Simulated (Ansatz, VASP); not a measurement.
## TiB2 (TiB2 strained to the junction's net): VASP beside Ansatz

One calculation is typed for both programs; each brings its own data sets. How far apart do they land? The structure shown is the end of the Ansatz relaxation below.

Main program and level: Ansatz 0.2.0; plane waves, with VASP 6.6.1 beside it; single point at PBE.

## (1) The structure

It takes space group P6/mmm (No. 191, hexagonal). Conventional cell: a = 3.005 Å, b = 3.005 Å, c = 3.238 Å, α = 90.00°, β = 90.00°, γ = 120.00°. Nearest to Ti lie 12 B at 2.37 Å. Nearest to B lie 3 B at 1.73 Å and 6 Ti at 2.37 Å. Farther neighbours are not listed.

## (2) Ansatz: relaxation, PBE

Ansatz runs on its default PAW (the set named soft_2) files.

This run makes the geometry at which the two programs are then compared.

input.yaml reads:

```yaml
crystal:
  lattice:
    - [3.005, 0.0, 0.0]
    - [-1.5025, 2.6024063384, 0.0]
    - [0.0, 0.0, 3.2486551155]
  atoms:
    - { symbol: Ti, position: [0.0, 0.0, 0.0] }
    - { symbol: B, position: [0.3333333333, 0.6666666667, 0.5] }
    - { symbol: B, position: [0.6666666667, 0.3333333333, 0.5] }
kpoints:
  mp_grid: { grid: [18, 18, 10] }
scf:
  occupations: { method: fermi_dirac, width: 0.1 }
  max_iter: 150
hamiltonian:
  xc: pbe
relax:
  f_tol: 0.01
  max_steps: 40
  cell: { fix: [a, b, angles] }
```

On the command line:

```console
> ansatz run input.yaml --threads 4 --pin off --max-ram 10240MiB --backend cpu --events-out ev --progress --plain --runs-dir out
```

Numbers of over 12 decimals in the logs are rounded to 6 here.

Output:

```text
Engine: ansatz 0.2.0, aarch64-unknown-linux-gnu
Pseudopotentials: kind: paw
Pseudopotential: Ti, paw, valence charge 12, recommended cutoff 420 eV (normal), Ti.paw.azcp
Pseudopotential: B, paw, valence charge 3, recommended cutoff 420 eV (normal), B.paw.azcp
Functional definition: PBE
  parameter kappa = 0.804
  parameter beta = 0.066725
  exchange = pbe_x(kappa = kappa, mu = beta*pi^2/3)
  correlation = pbe_c(beta = beta)
Crystal: 3 atoms, lattice volume = 25.405 Å³
Basis set: ecut = 420 eV, 491 PW (Γ), exchange–correlation on 48×48×48 points (8 copies of the dense FFT grid, shifted against one another)
Bands: 13, of which v1, the nominal top of the filled ones, is band 9 counted from 1 (8 counted from 0)
Symmetry: 24 space group operations
Space group: P6/mmm (ITA 191), of the structure as read, at distance tolerance 2.9e-5 Å
k-points: 222 of 3240
Non-local potential: Ti, projectors of the file, l = 0: 3, l = 1: 2, l = 2: 3, l = 3: 1
Non-local potential: B, projectors of the file, l = 0: 2, l = 1: 2, l = 2: 1
PAW form: soft (Blöchl's): semilocal exchange-correlation on the pseudo side does not see the compensation charge
PAW one-centre angular grid: Ti, 590 points (default); XC on 64 Gauss nodes
PAW one-centre angular grid: B, 110 points (default); XC on 64 Gauss nodes
Initial density: superposition of atomic densities (neutral atoms: chi_scale 0, normalization atom), corrected by the library's trained network
Initial wavefunctions: pseudopotential atomic-orbital guess
Functional: x = pbe(κ = 0.804, μ = 0.219515), c = pbe(β = 0.066725)
SCF iter   1: F=—  HF=-2814.691605 eV  |F-HF|=—  |Δ(HF+E_count)|=         —  Δρ=2.79e-3  dr2=1.58e-3  ethr=1.77e-3  ⟨swp⟩=4.4  Hψ=14213  notcnv=0
preconditioner: auto → none  [metal: Δε(μ)=0.094 eV  Ē_g=8.152 eV  σ=0.100 eV  W_gap=0.22  n_scr=8 (ndim 8)  ℏωp=23.3 eV  f_vac=0.000  D(μ)=0.35/eV (n_scr^D=0)  sad-step TF]
SCF iter   2: F=—  HF=-2814.691028 eV  |F-HF|=—  |Δ(HF+E_count)|=   5.78e-4  Δρ=1.50e-3  dr2=5.02e-4  ethr=8.79e-6  ⟨swp⟩=1.4  Hψ=4971  notcnv=0
SCF iter   3: F=—  HF=-2814.690927 eV  |F-HF|=—  |Δ(HF+E_count)|=   1.00e-4  Δρ=1.32e-4  dr2=4.21e-6  ethr=2.79e-6  ⟨swp⟩=2.8  Hψ=4635  notcnv=0
SCF iter   4: F=—  HF=-2814.690914 eV  |F-HF|=—  |Δ(HF+E_count)|=   1.29e-5  Δρ=3.15e-5  dr2=2.26e-7  ethr=2.34e-8  ⟨swp⟩=2.7  Hψ=4819  notcnv=0
iter 5 did not close the SCF: its close was put off for the readings that it lacked (scf_convergence_deferred on its scf_iter line)
SCF iter   5: F=-2814.690914 eV  HF=-2814.690914 eV  |F-HF|=1.90e-9  |Δ(HF+E_count)|=   5.85e-8  Δρ=4.98e-6  dr2=5.96e-9  ethr=1.25e-9  ⟨swp⟩=3.0  Hψ=5033  notcnv=0
SCF iter   6: F=-2814.690914 eV  HF=-2814.690914 eV  |F-HF|=2.27e-11  |Δ(HF+E_count)|=   1.11e-9  Δρ=4.77e-7  dr2=5.42e-11  ethr=3.31e-11  ⟨swp⟩=2.0  Hψ=9167  notcnv=0
SCF 1 converged in 6 iterations: F = -2814.690914 eV  dr2 = 5.42e-11
  greatest PAW one-centre occupation: 0.999 electrons in one spin orbital (limit 2), on the Ti atom at site 0 (counted from 0), in its partial waves of l = 0
relax step   1: F+E_penalty+E_count = -2814.69091417 eV  Δ(F+E_penalty+E_count) = +0.000e0 eV  max|allowed force component| = 1.727e-16 eV/Å  Δτ_max = 0.0000 Å  P = +3.380 GPa  Ω = 25.405 Å³  fix = [a, b, alpha, beta, gamma]  reactions: a +5.851, b +5.851 GPa  (6 SCF iters, dr2 threshold 1.00e-7 eV, accepted)
[...]
relax step   2: F+E_penalty+E_count = -2814.69143821 eV  Δ(F+E_penalty+E_count) = -5.240e-4 eV  max|allowed force component| = 1.758e-16 eV/Å  Δτ_max = 0.0000 Å  P = +4.134 GPa  Ω = 25.322 Å³  energy of the carried Pulay correction = +1.091e-4 eV  fix = [a, b, alpha, beta, gamma]  reactions: a +6.213, b +6.213 GPa  (6 SCF iters, dr2 threshold 3.00e-7 eV, accepted)
[...]
relax step   3: F+E_penalty+E_count = -2814.69132800 eV  Δ(F+E_penalty+E_count) = +1.102e-4 eV  max|allowed force component| = 1.758e-16 eV/Å  Δτ_max = 0.0000 Å  P = +4.129 GPa  Ω = 25.322 Å³  fix = [a, b, alpha, beta, gamma]  reactions: a +6.210, b +6.210 GPa  stress off target by 3.30e-2 GPa on what of the cell is left free  SCF on the basis re-selected at this cell (its energy is not comparable with the rows above)  (7 SCF iters)
basis re-selected at this cell: Δ(F+E_penalty+E_count) = +1.102e-4 eV, ΔP = -0.005 GPa vs the last step (what re-selecting the basis moved, of the pressure what is left beyond the Pulay correction that the steps carried, after the strain that the cell walked since its last selection, with what the two solves' SCF thresholds leave and, on support functions, any second-order correction that the steps lacked; it is no m [...]
SCF converged after 7 iterations
Free energy (F): -2814.691328 eV
Harris-Foulkes:  -2814.691328 eV  (|F-HF|=0.00e0)
Internal energy: -2814.679386 eV  (E = F + TS)
E sigma→0 (E₀):  -2814.685357 eV
Entropy (-TS):   -0.011942 eV (-3.981 meV/atom)
Fermi energy:    15.400158 eV
--- Per-component energies (eV) ---
  E_band       = -90.061784
  E_kinetic    = 377.239330
  E_local      = -779.886248  (includes V_loc(G=0)·N_el)
  E_nonlocal   = 28.937075
  E_hartree    = 331.483818
  E_xc         = -165.488019
  E_vxc        = -203.308489  (∫ρ·V_xc dr)
  E_paw        = -1204.706305  (= ΣΔE_a)
  E_vpaw       = -176.011189  (= ΣTr[D̂ρ^β])
  E_aug_tail   = 0.000101  (compensation charges beyond the density's cutoff)
  E_ewald      = -1402.259138
  E_smearing   = -0.011942  (= −TS)
  E_closure    = 0.000000  (closes the sum)
  Σ components = -2814.691328   (vs F -2814.691328, Δ=0.00e0)
--- Forces (eV/Å), atoms counted from 1 ---
  atom   1  Ti    -0.00000000    -0.00000000     0.00000000
  atom   2  B      0.00000000     0.00000000    -0.00000000
  atom   3  B      0.00000000    -0.00000000     0.00000000
  max |Σ_I F_I| component: 3.70e-17 eV/Å
--- Stress (GPa, compression-positive) ---
        6.210278       0.000000      -0.000000
        0.000000       6.210278       0.000000
       -0.000000       0.000000      -0.032954
  P = ⅓ Tr σ = 4.1292 GPa (41.292 kbar)
--- Relaxed structure (2 steps of the walk, 2 accepted, 1 SCFs on fresh bases) ---
  F+E_penalty+E_count = -2814.69132800 eV   max|allowed force component| = 1.758e-16 eV/Å   (the final SCF, on the basis selected at the relaxed cell)
  cell:  # Å, volume = 25.3216 Å³
    - [3.005000, 0, 0]
    - [-1.502500, 2.602406, 0]
    - [0, 0, 3.237966]
  atoms:
    - { symbol: Ti, position: [0, 0, 0] }
    - { symbol: B, position: [0.333333, 0.666667, 0.5] }
    - { symbol: B, position: [0.666667, 0.333333, 0.5] }
```

## (3) VASP: single point, PBE

The same cell, functional, mesh and smearing now go to VASP, with its own data sets.

Lines of VASP's logs that name or quote its potential files are left out, and so is its time.

INCAR reads:

```
SYSTEM = TiB2
PREC = Accurate
ENCUT = 500
EDIFF = 1E-06
NELM = 120
ISMEAR = -1
SIGMA = 0.1
LREAL = .FALSE.
ALGO = Normal
GGA = PE
NBANDS = 15
LASPH = .TRUE.
LORBIT = 11
LWAVE = .FALSE.
LCHARG = .FALSE.
ISIF = 2
GGA_COMPAT = .FALSE.
```

POSCAR reads:

```
TiB2
1.0
    3.0050000000      0.0000000000      0.0000000000
   -1.5025000000      2.6024063384      0.0000000000
    0.0000000000      0.0000000000      3.2379663368
Ti B
1 2
Direct
    0.0000000000      0.0000000000      0.0000000000
    0.3333333333      0.6666666667      0.5000000000
    0.6666666667      0.3333333333      0.5000000000
```

KPOINTS reads:

```
Automatic mesh
0
Gamma
18 18 10
0 0 0
```

Potentials, in the order of the species: Ti_sv and B (PBE family, release 64).

On the command line:

```console
> mpirun -np 1 vasp_std
```

Output:

```text
[banner, memory and clock lines left out]
running    1 mpi-ranks, on    1 nodes
 distrk:  each k-point on    1 cores,    1 groups
 distr:  one band on    1 cores,    1 groups

 POSCAR found type information on POSCAR TiB
 POSCAR found :  2 types and       3 ions
 LDA part: xc-table for (Slater+PW92), standard interpolation
 POSCAR, INCAR and KPOINTS ok, starting setup
 FFT: planning ... GRIDC
 FFT: planning ... GRID_SOFT
 FFT: planning ... GRID
 WAVECAR not read
 entering main loop
       N       E                     dE             d eps       ncg     rms          rms(c)
DAV:   1     0.121855454625E+03    0.12186E+03   -0.89070E+03  6660   0.134E+03
DAV:   2    -0.221414129428E+02   -0.14400E+03   -0.13981E+03  7101   0.352E+02
DAV:   3    -0.294825684585E+02   -0.73412E+01   -0.72700E+01  9711   0.782E+01
DAV:   4    -0.296791481692E+02   -0.19658E+00   -0.19644E+00  8111   0.112E+01
DAV:   5    -0.296841719971E+02   -0.50238E-02   -0.50237E-02  9779   0.153E+00    0.169E+01
DAV:   6    -0.244210730601E+02    0.52631E+01   -0.22026E+01  9352   0.521E+01    0.385E+00
DAV:   7    -0.244241006590E+02   -0.30276E-02   -0.12541E+00  7052   0.128E+01    0.343E+00
DAV:   8    -0.244272078359E+02   -0.31072E-02   -0.88865E-02 10962   0.258E+00    0.851E-01
DAV:   9    -0.244264161243E+02    0.79171E-03   -0.35654E-02  8273   0.254E+00    0.253E-01
DAV:  10    -0.244258965690E+02    0.51956E-03   -0.32462E-03  8794   0.726E-01    0.687E-02
DAV:  11    -0.244259085242E+02   -0.11955E-04   -0.35739E-04  9555   0.216E-01    0.605E-02
DAV:  12    -0.244258924992E+02    0.16025E-04   -0.84977E-05  7866   0.123E-01    0.108E-02
DAV:  13    -0.244258921549E+02    0.34429E-06   -0.37506E-06  7956   0.183E-02
   1 F= -.24425892E+02 E0= -.24419907E+02  d E =-.119713E-01
```

From OUTCAR (step 3):

```text
ion  position               nearest neighbor table
   1  0.000  0.000  0.000-   2 2.37   3 2.37   2 2.37   3 2.37   3 2.37   3 2.37   2 2.37   2 2.37
                             3 2.37   3 2.37   2 2.37   2 2.37
   2  0.333  0.667  0.500-   3 1.73   3 1.73   3 1.73   1 2.37   1 2.37   1 2.37   1 2.37   1 2.37
                             1 2.37
   3  0.667  0.333  0.500-   2 1.73   2 1.73   2 1.73   1 2.37   1 2.37   1 2.37   1 2.37   1 2.37
                             1 2.37

  LATTYP: Found a hexagonal cell.
 ALAT       =     3.0050000000
 C/A-ratio  =     1.0775262352

 Subroutine GETGRP returns: Found 24 space group operations
 (whereof 24 operations were pure point group operations)

The static configuration has the point symmetry D_6h.

 Found    222 irreducible k-points:

   k-points           NKPTS =    222   k-points in BZ     NKDIM =    222   number of bands    NBANDS=     15

   dimension x,y,z NGX =    24 NGY =   24 NGZ =   24
   dimension x,y,z NGXF=    48 NGYF=   48 NGZF=   48

   ENCUT  =  500.0 eV  36.75 Ry    6.06 a.u.   5.48  5.48  5.90*2*pi/ulx,y,z

   NELECT =      18.0000    total number of electrons

 k-points in reciprocal lattice and weights: Automatic mesh
   0.00000000  0.00000000  0.00000000       0.000
   0.05555556  0.00000000  0.00000000       0.002
   0.11111111  0.00000000  0.00000000       0.002
   0.16666667  0.00000000  0.00000000       0.002
   0.22222222 -0.00000000  0.00000000       0.002
   0.27777778  0.00000000  0.00000000       0.002
   0.33333333  0.00000000  0.00000000       0.002
   0.38888889  0.00000000  0.00000000       0.002
   0.44444444 -0.00000000  0.00000000       0.002
[...]
0.33333333  0.27777778  0.50000000       0.004
   0.33333333  0.33333333  0.50000000       0.001

 average (electrostatic) potential at core
       1 -70.7871       2 -22.1345       3 -22.1345

 E-fermi :  10.1571

 k-point     1 :       0.0000    0.0000    0.0000
  band No.  band energies     occupation
    ...
      5      -3.4542      2.00000
      6       7.5853      2.00000
      7       7.5853      2.00000
      8       7.6825      2.00000
      9       7.9652      2.00000
     10      12.0627      0.00000
     11      12.0627      0.00000
     12      13.7862      0.00000
     13      13.7862      0.00000
     14      16.0555      0.00000
    ...

 k-point     2 :       0.0556    0.0000    0.0000
  band No.  band energies     occupation
    ...
      5      -3.3937      2.00000
      6       7.4086      2.00000
      7       7.5743      2.00000
      8       7.6345      2.00000
      9       7.9987      2.00000
     10      12.0440      0.00000
     11      12.1663      0.00000
     12      13.5294      0.00000
     13      13.5695      0.00000
     14      16.3055      0.00000
    ...

 k-point     3 :       0.1111    0.0000    0.0000
  band No.  band energies     occupation
    ...
      5      -3.2140      2.00000
      6       6.9149      2.00000
      7       7.5084      2.00000
      8       7.5374      2.00000
      9       8.0929      2.00000
     10      11.9907      0.00000
     11      12.4498      0.00000
     12      13.0172      0.00000
     13      13.1802      0.00000
     14      16.7546      0.00000
    ...

  Total        1.0181755      1.0181755      0.0366921      0.0000000      0.0000000     -0.0000000
  in kB       64.4230517     64.4230517      2.3216184      0.0000000      0.0000000     -0.0000000
  external PRESSURE =      43.7225740 kB  Pullay stress =       0.0000000 kB

  energy-cutoff  :      500.00
  volume of cell :       25.32
      direct lattice vectors                 reciprocal lattice vectors
     3.005000000  0.000000000  0.000000000     0.332778702  0.192129873  0.000000000
    -1.502500000  2.602406338  0.000000000     0.000000000  0.384259747  0.000000000
     0.000000000  0.000000000  3.237966337     0.000000000  0.000000000  0.308835823

 POSITION                                       TOTAL-FORCE (eV/Angst)
 -----------------------------------------------------------------------------------
      0.00000      0.00000      0.00000        -0.000000      0.000000     -0.000000
     -0.00000      1.73494      1.61898         0.000000     -0.000000      0.000000
      1.50250      0.86747      1.61898        -0.000000      0.000000     -0.000000
 -----------------------------------------------------------------------------------
    total drift:                               -0.000000      0.000000      0.000000

  FREE ENERGIE OF THE ION-ELECTRON SYSTEM (eV)
  ---------------------------------------------------
  free  energy   TOTEN  =       -24.4258921549 eV

  energy  without entropy=      -24.4139208549  energy(sigma->0) =      -24.41990650

 total charge
# of ion       s       p       d       tot
------------------------------------------
    1        2.179   6.214   2.043  10.435
    2        0.692   1.344   0.000   2.037
    3        0.692   1.344   0.000   2.037
--------------------------------------------------
tot          3.564   8.903   2.043  14.509

[... 3 further parts left out ...]
```

The run ends at a pressure of 4.37 GPa.

## (4) Comparison

Known differences besides the potentials themselves: the cutoff is 420 eV in Ansatz and 500 eV in VASP; Ansatz's pressure holds a Pulay correction, VASP's none. Total energies have different zeros and are not compared.

Compared:

| quantity | Ansatz | VASP | difference |
| --- | --- | --- | --- |
| pressure (GPa) | 4.13 | 4.37 | -0.24 |

## (5) Results

| Item | Value |
| --- | --- |
| difference in pressure (single point, PBE) | -0.24 GPa |

In words: The difference in pressure is -0.24 GPa (single point, PBE), within the 1 GPa picked in this series as the mark of a large difference. Such differences can come from data sets, numerical settings and the points named under the comparisons, not from the functional's error against experiment.

[Lines on the potential files, build, host, timing and source positions are cut from VASP's logs without a mark.]

[Logs are printed without paths, hosts, clocks, repeated set-up lines and the standing remarks that a program may print on its own settings, such as how far it seeks lower states.]

[Hosts, paths, dates, database ids (printed as entryN), source tags and the programs' standing remarks are cut or masked in the printed files.]
